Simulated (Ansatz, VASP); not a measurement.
# SiC: VASP beside Ansatz

Aim: how closely do two programs agree when they are given the same cell, functional and k mesh? Of the first pair: The structure shown is the start of the Ansatz relaxation below; VASP solves that cell, so the two are compared at the walk's first step.

Main program and level: Ansatz 0.2.0; plane waves, with VASP 6.6.1 beside it; single point at LDA and zone-centre phonons at LDA.

## Step 1: Set-up

Symmetry: P6_3mc, No. 186, hexagonal system. Conventional cell: a = 3.059 Å, b = 3.059 Å, c = 9.912 Å, α = 90.00°, β = 90.00°, γ = 120.00°. C has 4 Si at 1.86 to 1.87 Å nearest. Nearest to C lie 4 Si at 1.86 to 1.87 Å. Nearest to Si lie 4 C at 1.86 to 1.87 Å. Si has 4 C at 1.86 to 1.87 Å nearest. Farther neighbours are not listed.

## Step 2: Ansatz: relaxation, LDA

Ansatz runs on its PAW soft_1 files.

The two programs are compared at the cell with which this relaxation starts, whose forces are those of its first step.

input.yaml reads:

```yaml
crystal:
  lattice:
    - [3.0585027887, 0.0, 0.0]
    - [-1.5292513943, 2.6487411126, 0.0]
    - [0.0, 0.0, 9.9120672324]
  atoms:
    - { symbol: C, position: [0.6666666667, 0.3333333333, 0.7498074219] }
    - { symbol: C, position: [0.3333333333, 0.6666666667, 0.2498074219] }
    - { symbol: C, position: [0.0, 0.0, 0.5004480132] }
    - { symbol: C, position: [0.0, 0.0, 0.0004480132] }
    - { symbol: Si, position: [0.6666666667, 0.3333333333, 0.9378423052] }
    - { symbol: Si, position: [0.3333333333, 0.6666666667, 0.4378423052] }
    - { symbol: Si, position: [0.0, 0.0, 0.6879012596] }
    - { symbol: Si, position: [0.0, 0.0, 0.1879012596] }
kpoints:
  mp_grid: { grid: [9, 9, 4] }
hamiltonian:
  xc: lda
  pseudopotentials: { kind: paw, azcp: { folder: soft_1 }, xc_functional: pbe }
scf:
  occupations: { method: fixed }
output:
  forces: true
  stress: true
  eigenvalues: true
relax:
  adjacent_minimum: "off"
  f_tol: 0.001
  max_steps: 60
  cell: { stress_tol: 0.01, fix: [c, angles] }
```

Run with:

```console
> ansatz run input.yaml --threads 8 --pin off --max-ram 16384MiB --backend cpu --events-out ev --progress --plain --runs-dir out
```

Numbers of over 12 decimals in the logs are rounded to 6 here.

The program printed:

```text
Warning: crystal.symmetry: narrowed to the stabiliser of the fixed cell quantities (relax.cell.fix) — unitary ops 12 → 4. The narrowing is safe, since a smaller group never makes results wrong: the run goes on under it, on as many k-points as the starting group would need, or more. Excluded: 8 operations that would move a fixed cell quantity at a test strain (relax.cell.fix fixes c, alpha, beta, gamma). The cell can leave their symmetry as it relaxes.
Engine: ansatz 0.2.0, aarch64-unknown-linux-gnu
Pseudopotentials: kind: paw
Pseudopotential: C, paw, valence charge 4, recommended cutoff 420 eV (normal), soft_1/C.paw.azcp
Pseudopotential: Si, paw, valence charge 4, recommended cutoff 420 eV (normal), soft_1/Si.paw.azcp
Functional definition: SPW92
  exchange = slater_x
  correlation = pw_c
Crystal: 8 atoms, lattice volume = 80.299 Å³
Basis set: ecut = 420 eV, 1569 PW (Γ)
Bands: 24, of which v1, the nominal top of the filled ones, is band 16 counted from 1 (15 counted from 0)
Symmetry: 4 space group operations
k-points: 75 of 324 (time reversal used)
Non-local potential: C, projectors of the file, l = 0: 2, l = 1: 2, l = 2: 1
Non-local potential: Si, projectors of the file, l = 0: 2, l = 1: 2, l = 2: 1
PAW form: soft (Blöchl's): semilocal exchange-correlation on the pseudo side does not see the compensation charge
PAW frozen core: C, regenerated for the run's functional, and the local potential with it (the file was generated under x = pbe(κ = 0.804, μ = 0.219515), c = pbe(β = 0.066725))
PAW frozen core: Si, regenerated for the run's functional, and the local potential with it (the file was generated under x = pbe(κ = 0.804, μ = 0.219515), c = pbe(β = 0.066725))
PAW one-centre angular grid: C, 110 points (default); XC on 64 Gauss nodes
PAW one-centre angular grid: Si, 110 points (default); XC on 64 Gauss nodes
Initial density: superposition of atomic densities (chi_scale 0.1, normalization cell, long waves kept (reshape's long-wave potential 0.00 eV rms))
Initial wavefunctions: pseudopotential atomic-orbital guess
Functional: x = slater, c = lda
SCF iter   1: F=—  HF=-3415.327438 eV  |F-HF|=—  |Δ(HF+E_count)|=         —  Δρ=1.44e-1  dr2=1.99e1  ethr=3.10e-3  ⟨swp⟩=5.0  Hψ=8351  notcnv=0  defer=409
preconditioner: auto → none  [insulator: Δε(μ)=4.248 eV  Ē_g=13.006 eV  n_scr=6 (ndim 8)  ℏωp=23.4 eV  f_vac=0.000  ε∞_Penn≈4.2]
SCF iter   2: F=—  HF=-3409.228113 eV  |F-HF|=—  |Δ(HF+E_count)|=    6.10e0  Δρ=5.02e-2  dr2=1.29e0  ethr=3.10e-3  ⟨swp⟩=4.1  Hψ=5017  notcnv=0  defer=440
SCF iter   3: F=—  HF=-3408.847412 eV  |F-HF|=—  |Δ(HF+E_count)|=   3.81e-1  Δρ=1.88e-2  dr2=1.46e-1  ethr=3.10e-3  ⟨swp⟩=2.5  Hψ=3424  notcnv=0  defer=432
SCF iter   4: F=—  HF=-3408.814137 eV  |F-HF|=—  |Δ(HF+E_count)|=   3.33e-2  Δρ=1.52e-3  dr2=1.01e-3  ethr=4.57e-4  ⟨swp⟩=2.4  Hψ=2187  notcnv=0  defer=448
SCF iter   5: F=—  HF=-3408.814402 eV  |F-HF|=—  |Δ(HF+E_count)|=   2.65e-4  Δρ=3.37e-4  dr2=1.34e-4  ethr=3.14e-6  ⟨swp⟩=2.1  Hψ=2859  notcnv=0  defer=450
SCF iter   6: F=—  HF=-3408.814370 eV  |F-HF|=—  |Δ(HF+E_count)|=   3.21e-5  Δρ=1.26e-4  dr2=9.22e-6  ethr=4.17e-7  ⟨swp⟩=2.2  Hψ=2644  notcnv=0  defer=413
SCF iter   7: F=—  HF=-3408.814366 eV  |F-HF|=—  |Δ(HF+E_count)|=   3.57e-6  Δρ=2.15e-5  dr2=5.20e-7  ethr=2.88e-8  ⟨swp⟩=2.1  Hψ=2527  notcnv=0  defer=280
SCF iter   8: F=—  HF=-3408.814366 eV  |F-HF|=—  |Δ(HF+E_count)|=  9.30e-10  Δρ=8.60e-6  dr2=1.15e-7  ethr=3.13e-10  ⟨swp⟩=14.9  Hψ=12957  notcnv=0
SCF iter   9: F=-3408.814366 eV  HF=-3408.814366 eV  |F-HF|=9.59e-10  |Δ(HF+E_count)|=   3.02e-8  Δρ=1.83e-6  dr2=1.74e-9  ethr=3.13e-10  ⟨swp⟩=5.0  Hψ=5920  notcnv=0
SCF 1 converged in 9 iterations: F = -3408.814366 eV  dr2 = 1.74e-9
  greatest PAW one-centre occupation: 0.643 electrons in one spin orbital (limit 2), on the C atom at site 1 (counted from 0), in its partial waves of l = 0
relax step   1: F+E_penalty+E_count = -3408.81436619 eV  Δ(F+E_penalty+E_count) = +0.000e0 eV  max|allowed force component| = 1.241e-1 eV/Å  Δτ_max = 0.0000 Å  P = +2.374 GPa  Ω = 80.299 Å³  fix = [c, alpha, beta, gamma]  reactions: c +6.325 GPa; gamma -0.000 GPa/rad  (9 SCF iters, dr2 threshold 1.00e-7 eV, accepted)
[...]
relax step   4: F+E_penalty+E_count = -3408.81594587 eV  Δ(F+E_penalty+E_count) = -1.592e-4 eV  max|allowed force component| = 6.540e-4 eV/Å  Δτ_max = 0.0000 Å  P = +1.884 GPa  Ω = 80.457 Å³  fix = [c, alpha, beta, gamma]  reactions: c +5.622 GPa; gamma -0.000 GPa/rad  stress off target by 1.44e-2 GPa on what of the cell is left free  SCF on the basis re-selected at this cell (its energy is not comparable with the rows above)  (6 SCF iters)
[...]
relax step   5: F+E_penalty+E_count = -3408.81594035 eV  Δ(F+E_penalty+E_count) = +5.522e-6 eV  max|allowed force component| = 3.283e-4 eV/Å  Δτ_max = 0.0000 Å  P = +1.871 GPa  Ω = 80.462 Å³  energy of the carried Pulay correction = -5.702e-6 eV  fix = [c, alpha, beta, gamma]  reactions: c +5.619 GPa; gamma -0.000 GPa/rad  (4 SCF iters, dr2 threshold 5.21e-10 eV, accepted)
[...]
relax step   6: F+E_penalty+E_count = -3408.81595800 eV  Δ(F+E_penalty+E_count) = -1.765e-5 eV  max|allowed force component| = 3.355e-4 eV/Å  Δτ_max = 0.0000 Å  P = +1.871 GPa  Ω = 80.462 Å³  fix = [c, alpha, beta, gamma]  reactions: c +5.619 GPa; gamma -0.000 GPa/rad  stress off target by 3.47e-3 GPa on what of the cell is left free  SCF on the basis re-selected at this cell (its energy is not comparable with the rows above)  (6 SCF iters)
basis re-selected at this cell: Δ(F+E_penalty+E_count) = -1.765e-5 eV, ΔP = +0.000 GPa vs the last step (what re-selecting the basis moved, of the pressure what is left beyond the Pulay correction that the steps carried, after the strain that the cell walked since its last selection, with what the two solves' SCF thresholds leave and, on support functions, any second-order correction that the steps lacked; it is no m [...]
SCF converged after 6 iterations
Free energy (F): -3408.815958 eV
Harris-Foulkes:  -3408.815958 eV  (|F-HF|=1.82e-12)
Internal energy: -3408.815958 eV  (E = F + TS)
E sigma→0 (E₀):  -3408.815958 eV
Fermi energy:    9.697989 eV
--- Per-component energies (eV) ---
  E_band       = 117.231382
  E_kinetic    = 539.161673
  E_local      = -383.068839  (includes V_loc(G=0)·N_el)
  E_nonlocal   = 189.905012
  E_hartree    = 125.931191
  E_xc         = -421.535992
  E_vxc        = -437.384682  (∫ρ·V_xc dr)
  E_paw        = -2310.778087  (= ΣΔE_a)
  E_vpaw       = -43.244342  (= ΣTr[D̂ρ^β])
  E_aug_tail   = 0.000188  (compensation charges beyond the density's cutoff)
  E_ewald      = -1149.019758
  E_core_change = 0.588653  (= ΣΔE_core)
  E_smearing   = -0.000000  (= −TS)
  E_closure    = 0.000000  (closes the sum)
  Σ components = -3408.815958   (vs F -3408.815958, Δ=0.00e0)
--- Forces (eV/Å), atoms counted from 1 ---
  atom   1  C      0.00000001    -0.00000000    -0.00012304
  atom   2  C     -0.00000001     0.00000000    -0.00012304
  atom   3  C      0.00000000    -0.00000000     0.00002524
  atom   4  C     -0.00000000     0.00000000     0.00002524
  atom   5  Si     0.00000000    -0.00000000    -0.00024692
  atom   6  Si    -0.00000000     0.00000000    -0.00024692
  atom   7  Si     0.00000000    -0.00000000     0.00033243
  atom   8  Si    -0.00000000     0.00000000     0.00033243
  max |Σ_I F_I| component: 2.46e-5 eV/Å
--- Stress (GPa, compression-positive) ---
       -0.003476       0.000002       0.000000
        0.000002      -0.003473       0.000000
        0.000000       0.000000       5.619069
  P = ⅓ Tr σ = 1.8707 GPa (18.707 kbar)
--- Band table (eV; the first three rows and the last of 75) ---
  k-point 0: bands = [... 12 lower, 9.0265, 9.6378, 9.6378, 9.6980, 14.7839, 15.3731, 16.0461, 16.3663, ... 4 higher]
  k-point 1: bands = [... 12 lower, 9.2036, 9.2839, 9.5794, 9.5794, 14.8384, 15.2218, 16.2376, 16.5349, ... 4 higher]
  k-point 2: bands = [... 12 lower, 9.4206, 9.4206, 9.4206, 9.4206, 14.9951, 14.9951, 16.5315, 16.5315, ... 4 higher]
  k-point 74: bands = [... 12 lower, 7.3710, 7.3710, 8.1142, 8.1142, 12.3002, 12.3002, 13.9735, 13.9735, ... 4 higher]
--- Relaxed structure (4 steps of the walk, 4 accepted, 2 SCFs on fresh bases) ---
  F+E_penalty+E_count = -3408.81595800 eV   max|allowed force component| = 3.355e-4 eV/Å   (the final SCF, on the basis selected at the relaxed cell)
  cell:  # Å, volume = 80.4616 Å³
    - [3.061589, -2.8896577122967888e-11, 0]
    - [-1.530795, 2.651414, 0]
    - [0, 0, 9.9120672324]
  atoms:
    - { symbol: C, position: [0.666667, 0.333333, 0.749473] }
    - { symbol: C, position: [0.333333, 0.666667, 0.249473] }
    - { symbol: C, position: [-1.124593112901404e-9, 1.1245931129014038e-9, 0.500152] }
    - { symbol: C, position: [1.124593112901404e-9, -1.1245931129014038e-9, 0.000152378] }
    - { symbol: Si, position: [0.666667, 0.333333, 0.938127] }
    - { symbol: Si, position: [0.333333, 0.666667, 0.438127] }
    - { symbol: Si, position: [-1.0260280830394575e-9, 1.0260280830394575e-9, 0.688247] }
    - { symbol: Si, position: [1.0260280830394575e-9, -1.0260280830394575e-9, 0.188247] }
```

The column dr2 measures how far the density is from self-consistency, as an energy; F and HF (Harris–Foulkes) agree once it is small.

## Step 3: VASP: single point, LDA, start cell

The same cell, functional (in two slightly different forms) and mesh now go to VASP, with its own data sets.

Lines of VASP's logs that name or quote its potential files are left out, and so is its time.

INCAR reads:

```
SYSTEM = SiC
PREC = Accurate
ENCUT = 520
EDIFF = 1E-06
NELM = 120
ISMEAR = 0
SIGMA = 0.01
LREAL = .FALSE.
ALGO = Normal
GGA = PW92
NBANDS = 24
LORBIT = 11
LWAVE = .FALSE.
LCHARG = .FALSE.
ISIF = 2
LASPH = .TRUE.
GGA_COMPAT = .FALSE.
EFERMI = MIDGAP
KPAR = 2
```

POSCAR reads:

```
SiC
1.0
    3.0585030000      0.0000000000      0.0000000000
   -1.5292510000      2.6487410000      0.0000000000
    0.0000000000      0.0000000000      9.9120670000
C Si
4 4
Direct
    0.6666665116      0.3333334592      0.7498074821
    0.3333331614      0.6666665408      0.2498074317
    0.0000000000      0.0000000000      0.5004479893
    0.0000000000      0.0000000000      0.0004480397
    0.6666665116      0.3333334592      0.9378423290
    0.3333331614      0.6666665408      0.4378422785
    0.0000000000      0.0000000000      0.6879013227
    0.0000000000      0.0000000000      0.1879012723
```

KPOINTS reads:

```
Automatic mesh
0
Gamma
9 9 4
0 0 0
```

Potentials, in the order of the species: C and Si (LDA family, release 64).

Run with:

```console
> mpirun -np 2 vasp_std
```

The program printed:

```text
[banner, memory and clock lines left out]
running    2 mpi-ranks, on    1 nodes
 distrk:  each k-point on    1 cores,    2 groups
 distr:  one band on    1 cores,    1 groups

 POSCAR found type information on POSCAR C Si
 POSCAR found :  2 types and       8 ions
|                                                                             |
|               ----> ADVICE to this user running VASP <----                  |
|                                                                             |
|     You enforced a specific xc type in the INCAR file but a different       |
|     [... a line on the potential file left out ...]
|     I HOPE YOU KNOW WHAT YOU ARE DOING!                                     |
|                                                                             |

 LDA part: xc-table for (Slater(with rela. corr.)+PW92), standard interpolation
 POSCAR, INCAR and KPOINTS ok, starting setup
 FFT: planning ... GRIDC
 FFT: planning ... GRID_SOFT
 FFT: planning ... GRID
 WAVECAR not read
 entering main loop
       N       E                     dE             d eps       ncg     rms          rms(c)
DAV:   1     0.716028026007E+02    0.71603E+02   -0.14748E+04  1728   0.121E+03
DAV:   2    -0.681996183719E+02   -0.13980E+03   -0.12936E+03  2360   0.199E+02
DAV:   3    -0.750620295839E+02   -0.68624E+01   -0.68155E+01  2304   0.437E+01
DAV:   4    -0.751558883565E+02   -0.93859E-01   -0.93777E-01  2232   0.606E+00
DAV:   5    -0.751577375791E+02   -0.18492E-02   -0.18489E-02  2296   0.798E-01    0.188E+01
DAV:   6    -0.669665956181E+02    0.81911E+01   -0.24061E+01  2224   0.222E+01    0.867E+00
DAV:   7    -0.666877028364E+02    0.27889E+00   -0.23617E+00  2368   0.718E+00    0.343E+00
DAV:   8    -0.666166602425E+02    0.71043E-01   -0.14760E-01  2080   0.188E+00    0.112E+00
DAV:   9    -0.666055140863E+02    0.11146E-01   -0.20430E-02  2248   0.768E-01    0.161E-01
DAV:  10    -0.666056062525E+02   -0.92166E-04   -0.96790E-04  2192   0.179E-01    0.855E-02
DAV:  11    -0.666056153653E+02   -0.91128E-05   -0.32331E-05  2264   0.384E-02    0.226E-02
DAV:  12    -0.666056108418E+02    0.45235E-05   -0.91225E-06  2160   0.149E-02    0.904E-03
DAV:  13    -0.666056102825E+02    0.55929E-06   -0.19003E-06  1672   0.651E-03
   1 F= -.66605610E+02 E0= -.66605610E+02  d E =0.000000E+00
```

Parts of OUTCAR (step 3):

```text
ion  position               nearest neighbor table
   1  0.667  0.333  0.750-   5 1.86   7 1.87   7 1.87   7 1.87
   2  0.333  0.667  0.250-   6 1.86   8 1.87   8 1.87   8 1.87
   3  0.000  0.000  0.500-   7 1.86   6 1.87   6 1.87   6 1.87
   4  0.000  0.000  0.000-   8 1.86   5 1.87   5 1.87   5 1.87
   5  0.667  0.333  0.938-   1 1.86   4 1.87   4 1.87   4 1.87   7 3.04   7 3.04   7 3.04   8 3.04
                             8 3.04   8 3.04
   6  0.333  0.667  0.438-   2 1.86   3 1.87   3 1.87   3 1.87   8 3.04   8 3.04   8 3.04   7 3.04
                             7 3.04   7 3.04
   7  0.000  0.000  0.688-   3 1.86   1 1.87   1 1.87   1 1.87   5 3.04   5 3.04   5 3.04   6 3.04
                             6 3.04   6 3.04
   8  0.000  0.000  0.188-   4 1.86   2 1.87   2 1.87   2 1.87   6 3.04   6 3.04   6 3.04   5 3.04
                             5 3.04   5 3.04

  LATTYP: Found a hexagonal cell.
 ALAT       =     3.0585030000
 C/A-ratio  =     3.2408230432

 Subroutine GETGRP returns: Found 12 space group operations
 (whereof  6 operations were pure point group operations)

The static configuration has the point symmetry C_3v.
 The point group associated with its full space group is C_6v.

 Found     36 irreducible k-points:

   k-points           NKPTS =     36   k-points in BZ     NKDIM =     36   number of bands    NBANDS=     24

   dimension x,y,z NGX =    24 NGY =   24 NGZ =   80
   dimension x,y,z NGXF=    48 NGYF=   48 NGZF=  160

   ENCUT  =  520.0 eV  38.22 Ry    6.18 a.u.   5.69  5.69 18.43*2*pi/ulx,y,z

   NELECT =      32.0000    total number of electrons

 k-points in reciprocal lattice and weights: Automatic mesh
   0.00000000  0.00000000  0.00000000       0.003
   0.11111111  0.00000000  0.00000000       0.019
   0.22222222  0.00000000  0.00000000       0.019
   0.33333333 -0.00000000  0.00000000       0.019
   0.44444444  0.00000000  0.00000000       0.019
   0.11111111  0.11111111  0.00000000       0.019
   0.22222222  0.11111111  0.00000000       0.037
   0.33333333  0.11111111  0.00000000       0.037
   0.44444444  0.11111111  0.00000000       0.019
[...]
0.33333333  0.22222222  0.50000000       0.037
   0.33333333  0.33333333  0.50000000       0.006

 average (electrostatic) potential at core
       1 -48.5622       2 -48.5622       3 -48.6289       4 -48.6290       5 -81.5493
       6 -81.5492       7 -81.4998       8 -81.4998

 E-fermi :   9.6259

 k-point     1 :       0.0000    0.0000    0.0000
  band No.  band energies     occupation
    ...
     12       7.8500      2.00000
     13       7.8501      2.00000
     14       8.4608      2.00000
     15       8.4608      2.00000
     16       8.4640      2.00000
     17      13.6341      0.00000
     18      14.2250      0.00000
     19      14.8895      0.00000
     20      15.2271      0.00000
     21      15.4339      0.00000
    ...

 k-point     2 :       0.1111    0.0000    0.0000
  band No.  band energies     occupation
    ...
     12       7.4574      2.00000
     13       7.5526      2.00000
     14       7.7179      2.00000
     15       8.3091      2.00000
     16       8.3716      2.00000
     17      13.8328      0.00000
     18      14.5212      0.00000
     19      14.5246      0.00000
     20      15.2758      0.00000
     21      15.4898      0.00000
    ...

 k-point     3 :       0.2222    0.0000    0.0000
  band No.  band energies     occupation
    ...
     12       6.1869      2.00000
     13       6.8949      2.00000
     14       6.9456      2.00000
     15       7.8132      2.00000
     16       8.0387      2.00000
     17      12.5000      0.00000
     18      13.1392      0.00000
     19      13.7498      0.00000
     20      14.9307      0.00000
     21      15.6165      0.00000
    ...

  Total        0.2498163      0.2498163      3.2342712      0.0000000      0.0000000      0.0000000
  in kB        4.9844677      4.9844665     64.5318886      0.0000009      0.0000000      0.0000000
  external PRESSURE =      24.8336076 kB  Pullay stress =       0.0000000 kB

  energy-cutoff  :      520.00
  volume of cell :       80.30
      direct lattice vectors                 reciprocal lattice vectors
     3.058503000  0.000000000  0.000000000     0.326957338  0.188768867  0.000000000
    -1.529251000  2.648741000  0.000000000     0.000000000  0.377537857  0.000000000
     0.000000000  0.000000000  9.912067000     0.000000000  0.000000000  0.100887131

 POSITION                                       TOTAL-FORCE (eV/Angst)
 -----------------------------------------------------------------------------------
      1.52925      0.88291      7.43214        -0.000000      0.000000     -0.118387
     -0.00000      1.76583      2.47611         0.000000     -0.000000     -0.118387
      0.00000      0.00000      4.96047         0.000000     -0.000000     -0.109421
      0.00000      0.00000      0.00444        -0.000000     -0.000000     -0.109421
      1.52925      0.88291      9.29596         0.000000      0.000000      0.104980
     -0.00000      1.76583      4.33992        -0.000000     -0.000000      0.104980
      0.00000      0.00000      6.81852         0.000000     -0.000000      0.122828
      0.00000      0.00000      1.86249        -0.000000      0.000000      0.122828
 -----------------------------------------------------------------------------------
    total drift:                                0.000315     -0.000000      0.000151

  FREE ENERGIE OF THE ION-ELECTRON SYSTEM (eV)
  ---------------------------------------------------
  free  energy   TOTEN  =       -66.6056102825 eV

  energy  without entropy=      -66.6056102825  energy(sigma->0) =      -66.60561028

 total charge
# of ion       s       p       d       tot
------------------------------------------
    1        0.832   1.741   0.000   2.574
    2        0.832   1.741   0.000   2.574
    3        0.832   1.739   0.000   2.571
    4        0.832   1.739   0.000   2.571
    5        0.715   1.004   0.000   1.719
    6        0.715   1.004   0.000   1.719
    7        0.716   1.002   0.000   1.718
    8        0.716   1.002   0.000   1.718
--------------------------------------------------
tot          6.193  10.972   0.000  17.165

[... 3 further parts left out ...]
```

The run ends at a pressure of 2.48 GPa, with forces up to 0.12 eV/Å.

## Step 4: Comparison

Known differences besides the potentials themselves: fixed occupations in Ansatz, narrow Gaussian smearing in VASP; the cutoff is 420 eV in Ansatz and 520 eV in VASP; VASP's log shows a relativistic correction to its local exchange, Ansatz's none. Total energies have different zeros and are not compared.

Forces (eV/Å; atoms numbered as in POSCAR):

| atom | Ansatz x, y, z | VASP x, y, z |
| --- | --- | --- |
| C1 | 0.000, 0.000, -0.118 | 0.000, 0.000, -0.118 |
| C2 | 0.000, 0.000, -0.118 | 0.000, 0.000, -0.118 |
| C3 | 0.000, 0.000, -0.110 | 0.000, 0.000, -0.109 |
| C4 | 0.000, 0.000, -0.110 | 0.000, 0.000, -0.109 |
| Si5 | 0.000, 0.000, 0.104 | 0.000, 0.000, 0.105 |
| Si6 | 0.000, 0.000, 0.104 | 0.000, 0.000, 0.105 |
| Si7 | 0.000, 0.000, 0.124 | 0.000, 0.000, 0.123 |
| Si8 | 0.000, 0.000, 0.124 | 0.000, 0.000, 0.123 |

The forces differ by 0.5 meV/Å r.m.s., which is 0.8 % of the r.m.s. force of 0.066 eV/Å (both taken over all components).

(Part 1 of 2 ends here.)

[Lines on the potential files, build, host, timing and source positions are cut from VASP's logs without a mark.]

[Logs are printed without paths, hosts, clocks, repeated set-up lines and the standing remarks that a program may print on its own settings, such as how far it seeks lower states.]

[Hosts, paths, dates, database ids (printed as entryN), source tags and the programs' standing remarks are cut or masked in the printed files.]
